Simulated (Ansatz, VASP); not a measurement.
## Two plane-wave programs on TePd2S

```
CELL_PARAMETERS angstrom
3.89633 0.00000 0.00000
-1.94816 3.37432 0.00000
0.00000 0.00000 5.63518
ATOMIC_POSITIONS crystal
Te 0.00000 0.00000 0.00000
Pd 0.66667 0.33333 0.74016
Pd 0.66667 0.33333 0.25984
S 0.33333 0.66667 0.50000
```

Alike in both runs: functional PBEsol; k mesh 12 × 12 × 8; occupations gaussian, width 0.1 eV; no spin polarisation.

Ansatz relaxed the structure, and its values are those at the end. VASP's run is a single point on that final structure, the one shown.

|  | VASP | Ansatz |
| --- | --- | --- |
| version | VASP 6.6.1 | Ansatz 0.2.0 |
| potentials or method | VASP PAW PBE potentials, release 64 (Te, Pd, S) | scalar-relativistic, plane waves, PAW |
| plane-wave cutoff (eV) | 520 | 420 |
| valence electrons in the cell | 32 | 58 |

```tsv
	VASP	Ansatz	Ansatz less VASP
gap on the k mesh at the Fermi level (eV)	none	none	-
pressure (GPa)	0.0	0.0	+0.03
```

A gap of «none» marks a metal or a gap that the smearing closes. With one functional, cell and mesh, what is left measures potentials, basis and numerics. The two sets of potentials don't hold the same shells in valence.

Caveats: the PAW data sets were made with another functional, which shifts forces and pressure a little (VASP). The runs have no spin-orbit coupling, so splittings on Te are missing.
